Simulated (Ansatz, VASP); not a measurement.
# Y2In (Y2In (P6_3/mmc)) in two plane-wave programs, part 2 of 2

Aim: how closely do two programs agree when they are given the same cell, functional and k mesh? The cell is taken from a series of runs on this material, whose earlier steps may have relaxed, scaled, displaced or heated it; both programs get it as it stands.

VASP 6.6.1 and Ansatz 0.2.0.

So far: The structure; Ansatz: relaxation of cell and atoms, r2SCAN.

## (3) VASP: relaxation of cell and atoms, r2SCAN

Level of this step: r2SCAN, spin-polarised from a ferromagnetic start; plane waves and PAW (Y_sv, In_d) (VASP).

The same cell, functional, mesh and smearing now go to VASP, with its own data sets.

Lines of VASP's logs that name or quote its potential files are left out, and so is its time.

INCAR reads:

```
SYSTEM = Y2In
PREC = Accurate
ENCUT = 550
EDIFF = 1E-07
NELM = 200
ISMEAR = -1
SIGMA = 0.05
LREAL = .FALSE.
ALGO = Normal
METAGGA = R2SCAN
LASPH = .TRUE.
NBANDS = 47
ISPIN = 2
MAGMOM = 0.35 0.35 0.18 0.18 -0.06 -0.06
LMAXMIX = 4
LORBIT = 11
LWAVE = .FALSE.
LCHARG = .FALSE.
ISIF = 3
IBRION = 2
NSW = 80
EDIFFG = -0.005
GGA_COMPAT = .FALSE.
NELMIN = 4
LMIXTAU = .TRUE.
KPAR = 2
```

POSCAR reads:

```
Y2In
1.0
    5.3941860000      0.0000000000      0.0000000000
   -2.6970930000      4.6715020000      0.0000000000
    0.0000000000      0.0000000000      6.7703570000
Y In
4 2
Direct
    0.0000000000      0.0000000000      0.0000000000
    0.0000000000      0.0000000000      0.5000000739
    0.3333333690      0.6666667380      0.7500000369
    0.6666666310      0.3333332620      0.2499999631
    0.3333333690      0.6666667380      0.2499999631
    0.6666666310      0.3333332620      0.7500000369
```

KPOINTS reads:

```
Automatic mesh
0
Gamma
8 8 6
0 0 0
```

PAW data sets: Y_sv and In_d (PBE family, release 64).

Run with:

```console
$ mpirun -np 2 vasp_std
```

Numbers of over 12 decimals in the logs are rounded to 6 here.

Log:

```text
[banner, memory and clock lines left out]
running    2 mpi-ranks, on    1 nodes
 distrk:  each k-point on    1 cores,    2 groups
 distr:  one band on    1 cores,    1 groups

 POSCAR found type information on POSCAR Y In
 POSCAR found :  2 types and       6 ions
|                                                                             |
|               ----> ADVICE to this user running VASP <----                  |
|                                                                             |
|     You enforced a specific xc type in the INCAR file but a different       |
|     [... a line on the potential file left out ...]
|     I HOPE YOU KNOW WHAT YOU ARE DOING!                                     |
|                                                                             |

 LDA part: xc-table for (None), standard interpolation
 POSCAR, INCAR and KPOINTS ok, starting setup
 FFT: planning ... GRIDC
 FFT: planning ... GRID_SOFT
 FFT: planning ... GRID
 WAVECAR not read
 entering main loop
       N       E                     dE             d eps       ncg     rms          rms(c)
DAV:   1     0.576990939257E+03    0.57699E+03   -0.34087E+04  7520   0.175E+03
DAV:   2    -0.673927320757E+02   -0.64438E+03   -0.62405E+03  7556   0.482E+02
DAV:   3    -0.138231149146E+03   -0.70838E+02   -0.68543E+02 10422   0.147E+02
DAV:   4    -0.148427028410E+03   -0.10196E+02   -0.99177E+01 12288   0.372E+01
DAV:   5    -0.148907256141E+03   -0.48023E+00   -0.47868E+00 11575   0.828E+00    0.496E+01
DAV:   6    -0.135269695456E+03    0.13638E+02   -0.15559E+01 11434   0.213E+01    0.330E+01
DAV:   7    -0.126795846759E+03    0.84738E+01   -0.12959E+01 11237   0.137E+01    0.727E+00
DAV:   8    -0.127170499336E+03   -0.37465E+00   -0.75686E+00 10165   0.137E+01    0.861E+00
DAV:   9    -0.128735263118E+03   -0.15648E+01   -0.33662E+00  8709   0.775E+00    0.510E+00
DAV:  10    -0.129333894947E+03   -0.59863E+00   -0.43341E-01  9413   0.377E+00    0.286E+00
DAV:  11    -0.129125876956E+03    0.20802E+00   -0.14213E-01  8701   0.232E+00    0.338E+00
DAV:  12    -0.129352790261E+03   -0.22691E+00   -0.13087E-01  8543   0.196E+00    0.105E+00
DAV:  13    -0.129339480487E+03    0.13310E-01   -0.41166E-02  9415   0.776E-01    0.145E+00
DAV:  14    -0.129376510303E+03   -0.37030E-01   -0.12403E-01  8735   0.107E+00    0.497E-01
[...]
DAV:  24    -0.129394149847E+03   -0.15690E-04   -0.34782E-05  8943   0.240E-02    0.207E-02
DAV:  25    -0.129394152744E+03   -0.28974E-05   -0.16120E-05  9262   0.169E-02    0.142E-02
DAV:  26    -0.129394152049E+03    0.69491E-06   -0.19745E-06  9353   0.744E-03    0.919E-03
DAV:  27    -0.129394152446E+03   -0.39707E-06   -0.10255E-06  7875   0.422E-03    0.402E-03
DAV:  28    -0.129394152630E+03   -0.18324E-06   -0.13371E-07  6479   0.208E-03    0.548E-03
DAV:  29    -0.129394152525E+03    0.10472E-06   -0.94001E-08  5718   0.140E-03    0.461E-03
DAV:  30    -0.129394152370E+03    0.15538E-06   -0.91041E-08  5675   0.180E-03    0.283E-03
DAV:  31    -0.129394152281E+03    0.88986E-07   -0.86421E-08  5711   0.124E-03
   1 F= -.12939415E+03 E0= -.12937250E+03  d E =-.129394E+03  mag=     1.7738
[...]
2 F= -.12939429E+03 E0= -.12937264E+03  d E =-.136052E-03  mag=     1.7745
[...]
3 F= -.12939429E+03 E0= -.12937264E+03  d E =-.138466E-03  mag=     1.7742
[...]
4 F= -.12939429E+03 E0= -.12937264E+03  d E =-.137743E-03  mag=     1.7743
 curvature:  -0.44 expect dE=-0.134E-04 dE for cont linesearch -0.397E-08
 trial: gam= 0.09679 g(F)=  0.468E-40 g(S)=  0.305E-04 ort = 0.164E-05 (trialstep = 0.976E+00)
 search vector abs. value=  0.336E-04
 bond charge predicted
       N       E                     dE             d eps       ncg     rms          rms(c)
DAV:   1    -0.129394493411E+03   -0.20342E-03   -0.65824E-03  8817   0.540E-01    0.918E-02
DAV:   2    -0.129394354346E+03    0.13907E-03   -0.58022E-04 10234   0.156E-01    0.506E-02
DAV:   3    -0.129394310374E+03    0.43972E-04   -0.11392E-04  9477   0.715E-02    0.205E-02
DAV:   4    -0.129394306958E+03    0.34161E-05   -0.80111E-05 11237   0.408E-02    0.297E-02
DAV:   5    -0.129394306660E+03    0.29809E-06   -0.43361E-06 10159   0.100E-02    0.197E-02
DAV:   6    -0.129394306663E+03   -0.39199E-08   -0.17647E-06  9399   0.681E-03    0.845E-03
DAV:   7    -0.129394304900E+03    0.17637E-05   -0.91072E-07 10358   0.432E-03    0.320E-03
DAV:   8    -0.129394304942E+03   -0.42159E-07   -0.22473E-07  7394   0.215E-03
   5 F= -.12939430E+03 E0= -.12937263E+03  d E =-.149187E-04  mag=     1.7744
 trial-energy change:   -0.000015  1 .order   -0.000016   -0.000030   -0.000002
 step:   1.0645(harm=  1.0433)  dis= 0.00000  next Energy=  -129.394305 (dE=-0.150E-04)
 reached required accuracy - stopping structural energy minimisation
```

OUTCAR, selected parts (step 3):

```text
ion  position               nearest neighbor table
   1  0.000  0.000  0.000-   2 3.39   2 3.39   4 3.54   6 3.54   3 3.54   5 3.54   5 3.54   6 3.54
                             3 3.54   4 3.54   4 3.54   6 3.54   3 3.54   5 3.54
   2  0.000  0.000  0.500-   1 3.39   1 3.39   6 3.54   3 3.54   3 3.54   6 3.54   6 3.54   3 3.54
                             4 3.54   5 3.54   5 3.54   4 3.54   4 3.54   5 3.54
   3  0.333  0.667  0.750-   6 3.11   6 3.11   6 3.11   5 3.39   5 3.39   2 3.54   2 3.54   1 3.54
                             1 3.54   2 3.54   1 3.54
   4  0.667  0.333  0.250-   5 3.11   5 3.11   5 3.11   6 3.39   6 3.39   1 3.54   1 3.54   1 3.54
                             2 3.54   2 3.54   2 3.54
   5  0.333  0.667  0.250-   4 3.11   4 3.11   4 3.11   3 3.39   3 3.39   1 3.54   1 3.54   1 3.54
                             2 3.54   2 3.54   2 3.54
   6  0.667  0.333  0.750-   3 3.11   3 3.11   3 3.11   4 3.39   4 3.39   2 3.54   2 3.54   1 3.54
                             1 3.54   2 3.54   1 3.54

  LATTYP: Found a hexagonal cell.
 ALAT       =     5.3941860000
 C/A-ratio  =     1.2551211619

 Subroutine GETGRP returns: Found 24 space group operations
 (whereof 12 operations were pure point group operations)

The static configuration has the point symmetry D_3d.
 The point group associated with its full space group is D_6h.

 Found     40 irreducible k-points:

   k-points           NKPTS =     40   k-points in BZ     NKDIM =     40   number of bands    NBANDS=     47

   dimension x,y,z NGX =    42 NGY =   42 NGZ =   54
   dimension x,y,z NGXF=    84 NGYF=   84 NGZF=  108

   ENCUT  =  550.0 eV  40.42 Ry    6.36 a.u.  10.31 10.31 12.95*2*pi/ulx,y,z

   NELECT =      70.0000    total number of electrons

 k-points in reciprocal lattice and weights: Automatic mesh
   0.00000000  0.00000000  0.00000000       0.003
   0.12500000 -0.00000000  0.00000000       0.016
   0.25000000 -0.00000000  0.00000000       0.016
   0.37500000 -0.00000000  0.00000000       0.016
   0.50000000 -0.00000000  0.00000000       0.008
   0.12500000  0.12500000  0.00000000       0.016
   0.25000000  0.12500000  0.00000000       0.031
   0.37500000  0.12500000  0.00000000       0.031
   0.25000000  0.25000000  0.00000000       0.016
[...]
0.25000000  0.25000000  0.50000000       0.016
   0.37500000  0.25000000  0.50000000       0.016

 average (electrostatic) potential at core
       1 -40.3177       2 -40.3176       3 -40.3231       4 -40.3231       5-101.2933
       6-101.2933

 E-fermi :   4.8209

 spin component 1
 k-point     1 :       0.0000    0.0000    0.0000
  band No.  band energies     occupation
    ...
     34       3.9974      1.00000
     35       4.3755      0.99986
     36       4.3755      0.99986
     37       4.4702      0.99910
     38       4.4702      0.99910
     39       6.6101      0.00000
     40       7.1017      0.00000
     41       7.1017      0.00000
     42       7.6450      0.00000
     43       7.8087      0.00000
    ...

 k-point     2 :       0.1250   -0.0000    0.0000
  band No.  band energies     occupation
    ...
     34       4.2089      1.00000
     35       4.3035      0.99997
     36       4.4561      0.99932
     37       4.4960      0.99849
     38       4.5517      0.99543
     39       6.9570      0.00000
     40       6.9789      0.00000
     41       6.9880      0.00000
     42       7.5999      0.00000
     43       7.6444      0.00000
    ...

 k-point     3 :       0.2500   -0.0000    0.0000
  band No.  band energies     occupation
    ...
     33       4.0163      1.00000
     34       4.1030      1.00000
     35       4.1082      1.00000
     36       4.5942      0.98937
     37       4.6843      0.93894
     38       5.0222      0.01754
     39       6.6232      0.00000
     40       6.6995      0.00000
     41       6.7418      0.00000
     42       7.3826      0.00000
    ...

 k-point     4 :       0.3750   -0.0000    0.0000
  band No.  band energies     occupation
    ...
     32       3.4981      1.00000
     33       3.8090      1.00000
     34       3.8846      1.00000
     35       4.0913      1.00000
     36       4.7880      0.65865
     37       5.0038      0.02511
     38       5.3996      0.00001
     39       6.1638      0.00000
     40       6.2288      0.00000
     41       6.3322      0.00000
    ...

 k-point     5 :       0.5000   -0.0000    0.0000
  band No.  band energies     occupation
    ...
     31       3.3763      1.00000
     32       3.5216      1.00000
     33       3.5698      1.00000
     34       3.7895      1.00000
     35       3.9644      1.00000
     36       4.9259      0.10912
     37       5.2085      0.00043
     38       5.6218      0.00000
     39       6.0172      0.00000
     40       6.0360      0.00000
    ...

 k-point     6 :       0.1250    0.1250    0.0000
  band No.  band energies     occupation
    ...
     33       3.8871      1.00000
     34       4.1844      1.00000
     35       4.3916      0.99981
     36       4.4445      0.99946
     37       4.5853      0.99110
     38       4.9041      0.15926
     39       6.6850      0.00000
     40       6.8163      0.00000
     41       6.9354      0.00000
     42       7.3671      0.00000
    ...

  Total       -0.0028307     -0.0028307      0.0037408      0.0000000      0.0000000      0.0000000
  in kB       -0.0266088     -0.0266088      0.0351636      0.0000000      0.0000000      0.0000000
  external PRESSURE =      -0.0060180 kB  Pullay stress =       0.0000000 kB

  energy-cutoff  :      550.00
  volume of cell :      170.44
      direct lattice vectors                 reciprocal lattice vectors
     5.389175998  0.000000000  0.000000000     0.185557124  0.107131458 -0.000000000
    -2.694587999  4.667163211  0.000000000     0.000000000  0.214262916 -0.000000000
     0.000000000  0.000000000  6.776466162     0.000000000 -0.000000000  0.147569541

 POSITION                                       TOTAL-FORCE (eV/Angst)
 -----------------------------------------------------------------------------------
     -2.69459      4.66716      0.00000        -0.000000     -0.000000     -0.000000
     -2.69459      4.66716      3.38823        -0.000000     -0.000000     -0.000000
      0.00000      3.11144      5.08235         0.000000      0.000000      0.000000
      2.69459      1.55572      1.69412        -0.000000     -0.000000      0.000000
      0.00000      3.11144      1.69412         0.000000     -0.000000      0.000000
      2.69459      1.55572      5.08235        -0.000000      0.000000      0.000000
 -----------------------------------------------------------------------------------
    total drift:                                0.000000     -0.000072     -0.000320

  FREE ENERGIE OF THE ION-ELECTRON SYSTEM (eV)
  ---------------------------------------------------
  free  energy   TOTEN  =      -129.3943049419 eV

  energy  without entropy=     -129.3509551534  energy(sigma->0) =     -129.37263005

 reached required accuracy - stopping structural energy minimisation

 total charge
# of ion       s       p       d       f       tot
--------------------------------------------------
    1        2.223   6.285   0.903   0.012   9.423
    2        2.223   6.285   0.903   0.012   9.423
    3        2.204   6.320   0.914   0.014   9.452
    4        2.204   6.320   0.914   0.014   9.452
    5        0.874   0.892   9.803   0.000  11.569
    6        0.874   0.892   9.803   0.000  11.569
--------------------------------------------------
tot         10.602  26.994  23.240   0.052  60.889

 magnetization (x)
# of ion       s       p       d       f       tot
--------------------------------------------------
    1        0.018   0.048   0.304   0.002   0.372
    2        0.018   0.048   0.304   0.002   0.372
    3        0.015   0.070   0.175  -0.000   0.259
    4        0.015   0.070   0.175  -0.000   0.259
    5       -0.013  -0.065   0.016   0.000  -0.062
    6       -0.013  -0.065   0.016   0.000  -0.062
--------------------------------------------------
tot          0.038   0.106   0.990   0.003   1.137

[... 6 further parts left out ...]
```

SCAN-type functionals tend to overstate the moments of itinerant magnets.

## (4) Comparison

Known differences besides the potentials themselves: VASP starts from the moments at which Ansatz ended; VASP keeps PBE cores, Ansatz makes them for the functional; the cutoff is 500 eV in Ansatz and 550 eV in VASP; Ansatz adds a Pulay correction to the stress that steers its cell, VASP none; site moments are counted in spheres of each program's own size. Total energies have different zeros and are not compared.

Both answers:

```
                                         quantity  Ansatz    VASP  difference
                                      volume (Å³)  170.44  170.44     +0.00 %
edge a after relaxation, in the typed setting (Å)   5.389   5.389     +0.00 %
edge c after relaxation, in the typed setting (Å)   6.776   6.777     -0.01 %
                                total moment (μB)    1.79    1.77       +0.02
                                moment on Y1 (μB)    0.35    0.37       -0.02
                                moment on Y2 (μB)    0.35    0.37       -0.02
                                moment on Y3 (μB)    0.18    0.26       -0.08
                                moment on Y4 (μB)    0.18    0.26       -0.08
                               moment on In5 (μB)   -0.06   -0.06        0.00
                               moment on In6 (μB)   -0.06   -0.06        0.00
```

## (5) Summary of results

| Quantity | Value |
| --- | --- |
| difference in edge c after relaxation, in the typed setting (relaxation of cell and atoms, r2SCAN) | -0.013 % |

**Reading.** The difference in edge c after relaxation, in the typed setting is -0.013 % (relaxation of cell and atoms, r2SCAN), within the 1.2 % picked in this series as the mark of a large difference, as far as the stopping tolerances let one tell. How closely two codes agree says nothing of how well the functional describes the real material.

[Lines on the potential files, build, host, timing and source positions are cut from VASP's logs without a mark.]

[Logs are printed without paths, hosts, clocks, repeated set-up lines and the standing remarks that a program may print on its own settings, such as how far it seeks lower states.]

[Hosts, paths, dates, database ids (printed as entryN), source tags and the programs' standing remarks are cut or masked in the printed files.]
